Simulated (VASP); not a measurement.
VASP input:

INCAR:
```
SYSTEM = K
PREC = Accurate
ENCUT = 400
EDIFF = 1E-6
NELM = 100
ALGO = Normal
LREAL = .FALSE.
LASPH = .TRUE.
ISMEAR = 1
SIGMA = 0.1
GGA = PE
LWAVE = .FALSE.
LCHARG = .FALSE.
ISIF = 2
```

**POSCAR**
```
K
1
   -4.9888080000     4.9888080000     4.9888080000
    4.9888080000    -4.9888080000     4.9888080000
    4.9888080000     4.9888080000    -4.9888080000
K
1
Direct
  0.0000000000   0.0000000000   0.0000000000
```

### KPOINTS
```
Automatic mesh
0
Gamma
3 3 3
0 0 0
```

POTCAR, in this order: K_sv (PBE.64 set). Program: vasp_std.

What VASP printed:

standard output:
```
 POSCAR found type information on POSCAR K
 POSCAR found :  1 types and       1 ions
 Reading from existing POTCAR
 Reading from existing POTCAR
 LDA part: xc-table for (Slater+PW92), standard interpolation
 POSCAR, INCAR and KPOINTS ok, starting setup
 WAVECAR not read
 entering main loop
       N       E                     dE             d eps       ncg     rms          rms(c)
DAV:   1     0.426560453795E+02    0.42656E+02   -0.23187E+03    96   0.530E+02
DAV:   2     0.347994984620E+01   -0.39176E+02   -0.39143E+02    80   0.121E+02
DAV:   3    -0.370531641515E-01   -0.35170E+01   -0.35186E+01    96   0.332E+01
DAV:   4    -0.141616820968E+00   -0.10456E+00   -0.10447E+00   112   0.505E+00
DAV:   5    -0.141743549439E+00   -0.12673E-03   -0.12671E-03   104   0.209E-01    0.201E-01
DAV:   6    -0.142363952297E+00   -0.62040E-03   -0.36336E-04   112   0.104E-01    0.126E-01
DAV:   7    -0.144417512688E+00   -0.20536E-02   -0.30695E-03    72   0.247E-01    0.512E-02
DAV:   8    -0.146355187377E+00   -0.19377E-02   -0.49756E-03    72   0.174E-01    0.214E-02
DAV:   9    -0.146646656532E+00   -0.29147E-03   -0.37092E-04   112   0.503E-02    0.941E-03
DAV:  10    -0.147029956457E+00   -0.38330E-03   -0.13168E-03    64   0.736E-02    0.121E-02
DAV:  11    -0.147068985496E+00   -0.39029E-04   -0.11273E-04    88   0.307E-02    0.574E-03
DAV:  12    -0.147071572292E+00   -0.25868E-05   -0.23226E-05    96   0.173E-02    0.101E-03
DAV:  13    -0.147072899172E+00   -0.13269E-05   -0.47924E-06    72   0.596E-03    0.151E-03
DAV:  14    -0.147073694696E+00   -0.79552E-06   -0.26685E-06    64   0.501E-03
   1 F= -.14707369E+00 E0= -.14978540E+00  d E =0.813512E-02
```

**OUTCAR**
```
------------------------ aborting loop because EDIFF is reached ----------------------------------------
  FORCE on cell =-STRESS in cart. coord.  units (eV):
  Direction    XX          YY          ZZ          XY          YZ          ZX
  --------------------------------------------------------------------------------------
  Total       -0.3105810     -0.3105810     -0.3105810      0.0000000     -0.0000000      0.0000000
  in kB       -1.0019249     -1.0019249     -1.0019249      0.0000000     -0.0000000      0.0000000
  external PRESSURE =      -1.0019249 kB  Pullay stress =       0.0000000 kB
  volume of cell :      496.65
      direct lattice vectors                 reciprocal lattice vectors
    -4.988808000  4.988808000  4.988808000     0.000000000  0.100224342  0.100224342
     4.988808000 -4.988808000  4.988808000     0.100224342  0.000000000  0.100224342
     4.988808000  4.988808000 -4.988808000     0.100224342  0.100224342  0.000000000
 POSITION                                       TOTAL-FORCE (eV/Angst)
 -----------------------------------------------------------------------------------
      0.00000      0.00000      0.00000        -0.000000     -0.000000     -0.000000
 -----------------------------------------------------------------------------------
    total drift:                               -0.000000      0.000000      0.000000
  FREE ENERGIE OF THE ION-ELECTRON SYSTEM (eV)
  ---------------------------------------------------
  free  energy   TOTEN  =        -0.1470736947 eV

  energy  without entropy=       -0.1552088163  energy(sigma->0) =       -0.14978540
```
(Selected blocks of OUTCAR.)

Problem. The run ends quietly. Is anything wrong with it?

Solution. The cause: the lattice was typed in bohr, and VASP reads ångström. The run ends without an error. Against the sound run, the energy per atom (σ→0) goes up by 0.890 eV/atom. To mend it, correct POSCAR, correct KPOINTS.
**POSCAR**
```
K
1
   -2.6400000000     2.6400000000     2.6400000000
    2.6400000000    -2.6400000000     2.6400000000
    2.6400000000     2.6400000000    -2.6400000000
K
1
Direct
  0.0000000000   0.0000000000   0.0000000000
```
**KPOINTS**
```
Automatic mesh
0
Gamma
8 8 8
0 0 0
```
The mended run (PBE GGA, plane waves, VASP's PBE PAW potentials (set 64)) converges, and its OSZICAR ends with
```
   1 F= -.10402088E+01 E0= -.10400093E+01  d E =-.598409E-03
```

The compound is K in the bcc structure. The cell was not relaxed at this level.
